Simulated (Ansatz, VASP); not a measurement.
# Ga14Ge17O55 (amorphous 29Ga2O3-71GeO2 (mol %)) in two plane-wave programs, part 2 of 3

Aim: how closely do two programs agree when they are given the same cell, functional and k mesh? Of the first pair: The structure shown is the start of the Ansatz relaxation below; VASP solves that cell, so the two are compared at the walk's first step.

VASP 6.6.1 and Ansatz 0.2.0.

So far: The structure; Ansatz: relaxation, PBE.

## Step 3: VASP: single point, PBE, start cell, pair 1

Level of this step: PBE, spin-polarised from a ferromagnetic start; plane waves and PAW (Ga_d, Ge_d, O) (VASP).

The same cell, functional, mesh and smearing now go to VASP, with its own data sets.

Lines of VASP's logs that name or quote its potential files are left out, and so is its time.

File INCAR:

```
SYSTEM = Ga14Ge17O55
PREC = Accurate
ENCUT = 520
EDIFF = 1E-06
NELM = 200
ISMEAR = -1
SIGMA = 0.01
LREAL = Auto
ALGO = Normal
GGA = PE
NELECT = 751
NBANDS = 440
ISPIN = 2
MAGMOM = 0 0.01 0 0 0 0 0 0 0 0 0 0 0 0 0 0 0 0 0 0.01 0 0 0 0 0.01 0 0 0 0.01 0.01 0.01 0 0 0 0.01 0 0 0 0 0 0 0 0 0 0 0 0 0 0 0 0.01 0.01 0.01 0 0.01 0.01 0 0.01 0 0 0 0.01 0 0.01 0 0 0 0.01 0.01 0.01 0 0.02 0 0 0 0.01 0.01 0 0.01 0 0.01 0 0 0.01 0 0
LORBIT = 11
LWAVE = .FALSE.
LCHARG = .FALSE.
ISIF = 2
LASPH = .TRUE.
GGA_COMPAT = .FALSE.
NCORE = 2
```

File POSCAR:

```
Ga14Ge17O55
1.0
   10.7579600000      0.0000000000      0.0000000000
    0.0000000000     10.7579600000      0.0000000000
    0.0000000000      0.0000000000     10.7579600000
Ga Ge O
14 17 55
Direct
    0.0266128523      0.9313568744      0.8793860546
    0.0911511104      0.2011440831      0.5320060681
    0.7846376079      0.0831012571      0.8966012144
    0.9656756485      0.1524359637      0.0946369014
    0.8938404679      0.1121030381      0.3625315580
    0.1096211549      0.3201629305      0.2447861862
    0.0911604059      0.9232326575      0.3286310788
    0.0509669119      0.2432245519      0.8367757456
    0.4883639649      0.4073355915      0.1872009191
    0.6147169166      0.7100230899      0.2989135487
    0.0564140413      0.5950570554      0.1688981926
    0.8474933909      0.8069280793      0.3690104815
    0.8699790667      0.8704810206      0.1160628967
    0.2766602590      0.4957166600      0.0151422760
    0.2279893214      0.8138624795      0.0735641330
    0.5771168512      0.5355197454      0.9302507167
    0.3685828912      0.5363935170      0.7190210783
    0.3710090017      0.7602463664      0.5063785327
    0.6619563560      0.1440700653      0.1884465084
    0.7711127388      0.5065830325      0.2795511417
    0.6673012356      0.8140669792      0.8807245983
    0.3397205418      0.3449910578      0.4553372572
    0.3494993475      0.0740846778      0.5714001539
    0.4650509948      0.9678507821      0.0300614615
    0.7873983543      0.3278595570      0.5302585249
    0.2709807436      0.2043510108      0.0279885778
    0.6225715656      0.1393479805      0.6986826499
    0.8194397451      0.8808640300      0.6633320815
    0.0928800628      0.6386526814      0.4578191404
    0.9693008712      0.4820802457      0.6985153319
    0.8593636712      0.4402786402      0.9802230163
    0.0219000628      0.7853254706      0.4235096617
    0.7949276629      0.8980791897      0.9503381682
    0.9212899100      0.9487207612      0.2761676005
    0.6502812801      0.2538213565      0.5820620266
    0.7854184251      0.1185168935      0.0738708826
    0.7076713429      0.7730833727      0.7277680899
    0.6547709789      0.1901010972      0.8505980688
    0.7281027258      0.8205180164      0.2283611391
    0.7955504575      0.8940914448      0.5053188523
    0.2630889128      0.5278324143      0.8439518273
    0.1723839836      0.3169281165      0.4142421054
    0.0425266500      0.5389218774      0.3373780903
    0.9780664736      0.7385879851      0.1304894236
    0.1219097301      0.4393212096      0.1168808956
    0.4057274799      0.4316803558      0.3371828860
    0.2163142455      0.6478179878      0.0973976479
    0.9520206433      0.2387162622      0.2466638656
    0.3454837162      0.3353516838      0.0932611759
    0.9935526810      0.9861070314      0.0481968700
    0.3180993423      0.9192820944      0.5159993159
    0.1729045284      0.8554131081      0.9241900881
    0.8226001956      0.4568431190      0.6265035378
    0.4588416391      0.5226734437      0.0452595102
    0.2096215268      0.1330084886      0.6367192293
    0.7621426367      0.3758426319      0.3752291327
    0.1506326478      0.1764832738      0.1393293896
    0.2522039494      0.6695786190      0.4338461939
    0.5454658690      0.0299963934      0.1582920926
    0.7507371286      0.0268266474      0.7160093549
    0.0448412152      0.3333159818      0.6899914110
    0.9398714998      0.2948514402      0.9722754128
    0.0628371922      0.0671967548      0.4198379618
    0.8714942238      0.4969715448      0.1412907280
    0.5528371550      0.9311802609      0.8940263767
    0.6453268092      0.6804728778      0.9700630975
    0.2110437295      0.8925205150      0.2179874251
    0.7013132601      0.4279993605      0.9460343783
    0.0576968124      0.5922591272      0.6139360994
    0.5045287396      0.7591030270      0.4137680378
    0.2072418934      0.2629308902      0.8910332442
    0.9415353840      0.5247835091      0.8588338309
    0.3955489703      0.8253702375      0.0675778679
    0.9645137182      0.8579228776      0.7343771496
    0.3560154527      0.0767989470      0.9757704992
    0.3845710525      0.6905026604      0.6564069768
    0.7804267724      0.6397216573      0.3803230352
    0.6141127128      0.2967198242      0.1654681743
    0.9604702007      0.0964309218      0.8360042238
    0.3377592034      0.4191686900      0.6032463404
    0.4788361362      0.0648914850      0.6740776132
    0.9094289252      0.2145388159      0.5147258402
    0.7241056855      0.1130232869      0.3352029567
    0.3942197220      0.1877400548      0.4564991876
    0.5228593525      0.5095575741      0.7783445932
    0.6163900963      0.5468973672      0.2292163198
```

File KPOINTS:

```
Automatic mesh
0
Gamma
1 1 1
0 0 0
```

The projector-augmented-wave data sets are Ga_d, Ge_d and O (PBE family, release 64).

The run is started by

```
$ mpirun -np 8 vasp_gam
```

Numbers of over 12 decimals in the logs are rounded to 6 here.

The program printed:

```text
[banner, memory and clock lines left out]
running    8 mpi-ranks, on    1 nodes
[...]
LDA part: xc-table for (Slater+PW92), standard interpolation
 POSCAR, INCAR and KPOINTS ok, starting setup
[...]
entering main loop
       N       E                     dE             d eps       ncg     rms          rms(c)
DAV:   1     0.233558893494E+05    0.23356E+05   -0.25423E+05  2016   0.419E+03
DAV:   2     0.565054921387E+04   -0.17705E+05   -0.16583E+05  1760   0.118E+03
DAV:   3     0.378404104102E+03   -0.52721E+04   -0.49578E+04  2152   0.408E+02
DAV:   4    -0.518189037408E+03   -0.89659E+03   -0.86957E+03  2112   0.180E+02
DAV:   5    -0.609433046111E+03   -0.91244E+02   -0.89948E+02  2624   0.608E+01BRMIX: very serious problems
 the old and the new charge density differ
 old charge density:   750.00000 new  751.00000
    0.564E+01
DAV:   6    -0.518052317054E+03    0.91381E+02   -0.37558E+02  3032   0.935E+01    0.180E+01
DAV:   7    -0.521985041527E+03   -0.39327E+01   -0.58603E+01  2208   0.155E+01    0.121E+01
DAV:   8    -0.521628803218E+03    0.35624E+00   -0.78964E+00  2496   0.124E+01    0.394E+00
DAV:   9    -0.521349462383E+03    0.27934E+00   -0.18242E+00  2488   0.738E+00    0.139E+00
[...]
DAV:  20    -0.521398333969E+03   -0.16111E-04   -0.49083E-05  2320   0.234E-02    0.881E-03
DAV:  21    -0.521398337426E+03   -0.34562E-05   -0.18923E-05  2272   0.187E-02    0.453E-03
DAV:  22    -0.521398338263E+03   -0.83778E-06   -0.56478E-06  1816   0.835E-03
   1 F= -.52139834E+03 E0= -.52139370E+03  d E =-.928506E-02  mag=    -0.6500
```

Parts of OUTCAR (step 3):

```text
  FREE ENERGIE OF THE ION-ELECTRON SYSTEM (eV)
  ---------------------------------------------------
  free  energy   TOTEN  =      -521.3983382635 eV

  energy  without entropy=     -521.3890531992  energy(sigma->0) =     -521.39369573

 magnetization (x)
# of ion       s       p       d       tot
------------------------------------------
    1       -0.004  -0.000  -0.000  -0.004
    2       -0.011  -0.002  -0.000  -0.013
    3       -0.006  -0.000  -0.000  -0.006
    4       -0.006  -0.001  -0.000  -0.007
    5       -0.003  -0.000  -0.000  -0.004
    6       -0.010  -0.001  -0.000  -0.011
    7       -0.005  -0.001  -0.000  -0.006
    8       -0.005  -0.000  -0.000  -0.005
    9       -0.005  -0.000  -0.000  -0.006
   10       -0.010  -0.001  -0.001  -0.011
   11       -0.005  -0.000  -0.001  -0.006
   12       -0.003  -0.000  -0.000  -0.004
   13       -0.007  -0.001  -0.000  -0.007
[...]
--------------------------------------------------
tot         -0.320  -0.095  -0.008  -0.423
```

The cell is charged against a uniform background.

The run ends at a pressure of 0.77 GPa, with forces up to 0.27 eV/Å.

## Step 4: Comparison

Known differences besides the potentials themselves: VASP starts from the moments at which Ansatz ended; the cutoff is 420 eV in Ansatz and 520 eV in VASP (PREC = Accurate, projectors in real space). Total energies have different zeros and are not compared.

Forces on 10 of the 86 atoms, those with the largest forces and the largest differences (eV/Å; atoms numbered as in POSCAR):

| atom | Ansatz x, y, z | VASP x, y, z |
| --- | --- | --- |
| Ga7 | 0.019, -0.016, 0.052 | 0.088, -0.006, 0.043 |
| Ga10 | 0.016, -0.083, -0.034 | -0.054, -0.048, -0.024 |
| Ga11 | -0.129, -0.132, -0.019 | -0.166, -0.111, -0.033 |
| Ge16 | 0.107, -0.131, 0.011 | 0.126, -0.148, 0.011 |
| Ge20 | 0.152, -0.056, -0.046 | 0.158, -0.110, -0.023 |
| Ge31 | 0.160, 0.249, 0.024 | 0.126, 0.234, 0.016 |
| O49 | 0.067, -0.059, 0.010 | 0.049, -0.120, 0.002 |
| O62 | 0.107, -0.284, -0.007 | 0.081, -0.245, -0.005 |
| O68 | -0.254, -0.011, -0.056 | -0.233, 0.025, -0.052 |
| O77 | -0.038, 0.198, 0.108 | -0.017, 0.166, 0.121 |

The forces differ by 23 meV/Å r.m.s., which is 36.4 % of the r.m.s. force of 0.063 eV/Å (both taken over all components). Moments aren't recorded for both runs of this pair, so they may hold unlike magnetic states. The cell carries a charge of -1 e against a uniform background, so its pressure also hangs on how the neutralising background is counted, and in a defect's cell a gap may be the spacing between its levels.

## Step 5: Ansatz: relaxation, PBE

This run makes the geometry at which the two programs are then compared.

The structure compared here is the end of the Ansatz relaxation.

File input.yaml:

```yaml
crystal:
  lattice:
    - [10.75796, 0.0, 0.0]
    - [0.0, 10.75796, 0.0]
    - [0.0, 0.0, 10.75796]
  atoms:
    - { symbol: Ga, position: [0.02661, 0.93136, 0.87939] }
    - { symbol: Ga, position: [0.09115, 0.20114, 0.53201] }
    - { symbol: Ga, position: [0.78464, 0.0831, 0.8966] }
    - { symbol: Ga, position: [0.96568, 0.15244, 0.09464] }
    - { symbol: Ga, position: [0.89384, 0.1121, 0.36253] }
    - { symbol: Ga, position: [0.10962, 0.32016, 0.24479] }
    - { symbol: Ga, position: [0.09116, 0.92323, 0.32863] }
    - { symbol: Ga, position: [0.05097, 0.24322, 0.83678] }
    - { symbol: Ga, position: [0.48836, 0.40734, 0.1872] }
    - { symbol: Ga, position: [0.61472, 0.71002, 0.29891] }
    - { symbol: Ga, position: [0.05641, 0.59506, 0.1689] }
    - { symbol: Ga, position: [0.84749, 0.80693, 0.36901] }
    - { symbol: Ga, position: [0.86998, 0.87048, 0.11606] }
    - { symbol: Ga, position: [0.27666, 0.49572, 0.01514] }
    - { symbol: Ge, position: [0.22799, 0.81386, 0.07356] }
    - { symbol: Ge, position: [0.57712, 0.53552, 0.93025] }
    - { symbol: Ge, position: [0.36858, 0.53639, 0.71902] }
    - { symbol: Ge, position: [0.37101, 0.76025, 0.50638] }
    - { symbol: Ge, position: [0.66196, 0.14407, 0.18845] }
    - { symbol: Ge, position: [0.77111, 0.50658, 0.27955] }
    - { symbol: Ge, position: [0.6673, 0.81407, 0.88072] }
    - { symbol: Ge, position: [0.33972, 0.34499, 0.45534] }
    - { symbol: Ge, position: [0.3495, 0.07408, 0.5714] }
    - { symbol: Ge, position: [0.46505, 0.96785, 0.03006] }
    - { symbol: Ge, position: [0.7874, 0.32786, 0.53026] }
    - { symbol: Ge, position: [0.27098, 0.20435, 0.02799] }
    - { symbol: Ge, position: [0.62257, 0.13935, 0.69868] }
    - { symbol: Ge, position: [0.81944, 0.88086, 0.66333] }
    - { symbol: Ge, position: [0.09288, 0.63865, 0.45782] }
    - { symbol: Ge, position: [0.9693, 0.48208, 0.69852] }
    - { symbol: Ge, position: [0.85936, 0.44028, 0.98022] }
    - { symbol: O, position: [0.0219, 0.78533, 0.42351] }
    - { symbol: O, position: [0.79493, 0.89808, 0.95034] }
    - { symbol: O, position: [0.92129, 0.94872, 0.27617] }
    - { symbol: O, position: [0.65028, 0.25382, 0.58206] }
    - { symbol: O, position: [0.78542, 0.11852, 0.07387] }
    - { symbol: O, position: [0.70767, 0.77308, 0.72777] }
    - { symbol: O, position: [0.65477, 0.1901, 0.8506] }
    - { symbol: O, position: [0.7281, 0.82052, 0.22836] }
    - { symbol: O, position: [0.79555, 0.89409, 0.50532] }
    - { symbol: O, position: [0.26309, 0.52783, 0.84395] }
    - { symbol: O, position: [0.17238, 0.31693, 0.41424] }
    - { symbol: O, position: [0.04253, 0.53892, 0.33738] }
    - { symbol: O, position: [0.97807, 0.73859, 0.13049] }
    - { symbol: O, position: [0.12191, 0.43932, 0.11688] }
    - { symbol: O, position: [0.40573, 0.43168, 0.33718] }
    - { symbol: O, position: [0.21631, 0.64782, 0.0974] }
    - { symbol: O, position: [0.95202, 0.23872, 0.24666] }
    - { symbol: O, position: [0.34548, 0.33535, 0.09326] }
    - { symbol: O, position: [0.99355, 0.98611, 0.0482] }
    - { symbol: O, position: [0.3181, 0.91928, 0.516] }
    - { symbol: O, position: [0.1729, 0.85541, 0.92419] }
    - { symbol: O, position: [0.8226, 0.45684, 0.6265] }
    - { symbol: O, position: [0.45884, 0.52267, 0.04526] }
    - { symbol: O, position: [0.20962, 0.13301, 0.63672] }
    - { symbol: O, position: [0.76214, 0.37584, 0.37523] }
    - { symbol: O, position: [0.15063, 0.17648, 0.13933] }
    - { symbol: O, position: [0.2522, 0.66958, 0.43385] }
    - { symbol: O, position: [0.54547, 0.03, 0.15829] }
    - { symbol: O, position: [0.75074, 0.02683, 0.71601] }
    - { symbol: O, position: [0.04484, 0.33332, 0.68999] }
    - { symbol: O, position: [0.93987, 0.29485, 0.97228] }
    - { symbol: O, position: [0.06284, 0.0672, 0.41984] }
    - { symbol: O, position: [0.87149, 0.49697, 0.14129] }
    - { symbol: O, position: [0.55284, 0.93118, 0.89403] }
    - { symbol: O, position: [0.64533, 0.68047, 0.97006] }
    - { symbol: O, position: [0.21104, 0.89252, 0.21799] }
    - { symbol: O, position: [0.70131, 0.428, 0.94603] }
    - { symbol: O, position: [0.0577, 0.59226, 0.61394] }
    - { symbol: O, position: [0.50453, 0.7591, 0.41377] }
    - { symbol: O, position: [0.20724, 0.26293, 0.89103] }
    - { symbol: O, position: [0.94154, 0.52478, 0.85883] }
    - { symbol: O, position: [0.39555, 0.82537, 0.06758] }
    - { symbol: O, position: [0.96451, 0.85792, 0.73438] }
    - { symbol: O, position: [0.35602, 0.0768, 0.97577] }
    - { symbol: O, position: [0.38457, 0.6905, 0.65641] }
    - { symbol: O, position: [0.78043, 0.63972, 0.38032] }
    - { symbol: O, position: [0.61411, 0.29672, 0.16547] }
    - { symbol: O, position: [0.96047, 0.09643, 0.836] }
    - { symbol: O, position: [0.33776, 0.41917, 0.60325] }
    - { symbol: O, position: [0.47884, 0.06489, 0.67408] }
    - { symbol: O, position: [0.90943, 0.21454, 0.51473] }
    - { symbol: O, position: [0.72411, 0.11302, 0.3352] }
    - { symbol: O, position: [0.39422, 0.18774, 0.4565] }
    - { symbol: O, position: [0.52286, 0.50956, 0.77834] }
    - { symbol: O, position: [0.61639, 0.5469, 0.22922] }
total_charge: -1
kpoints:
  mp_grid: { grid: [1, 1, 1] }
hamiltonian:
  xc: pbe
scf:
  occupations: { method: fermi_dirac, width: 0.01 }
  lower_state_search: "off"
output:
  forces: true
magnetization:
  spin_polarized: true
  initial_magnetization: 1
relax:
  f_tol: 0.05
  max_steps: 90
```

The run is started by

```
$ ansatz run input.yaml --threads 4 --pin off --max-ram 8192MiB --backend cpu --events-out ev --progress --plain --runs-dir out
```

The program printed:

```text
[...]
Crystal: 86 atoms, lattice volume = 1245.059 Å³
Basis set: ecut = 420 eV, 24303 PW (Γ), exchange–correlation on 144×144×144 points (8 copies of the dense FFT grid, shifted against one another)
Bands: 462, of which v1, the nominal top of the filled ones, is band 376 counted from 1 (375 counted from 0)
Symmetry: 1 space group operations
[...]
k-points: 1
[...]
Starting moments: Σ|m| = 1 μB on 86 of 86 sites
[...]
- { symbol: O, position: [0.794630, 0.898816, 0.949828] }
    - { symbol: O, position: [0.922625, 0.950391, 0.275929] }
    - { symbol: O, position: [0.646618, 0.254124, 0.586474] }
    - { symbol: O, position: [0.785635, 0.117620, 0.075248] }
    - { symbol: O, position: [0.707430, 0.773555, 0.727243] }
    - { symbol: O, position: [0.652229, 0.187396, 0.853711] }
    - { symbol: O, position: [0.731335, 0.819355, 0.227056] }
[...]
- { symbol: O, position: [0.723055, 0.112545, 0.335920] }
    - { symbol: O, position: [0.392841, 0.186433, 0.456825] }
    - { symbol: O, position: [0.523505, 0.510855, 0.777815] }
    - { symbol: O, position: [0.617765, 0.546854, 0.229781] }
```

(Part 2 of 3 ends here.)

[Lines on the potential files, build, host, timing and source positions are cut from VASP's logs without a mark.]

[Logs are printed without paths, hosts, clocks, repeated set-up lines and the standing remarks that a program may print on its own settings, such as how far it seeks lower states.]

[Hosts, paths, dates, database ids (printed as entryN), source tags and the programs' standing remarks are cut or masked in the printed files.]
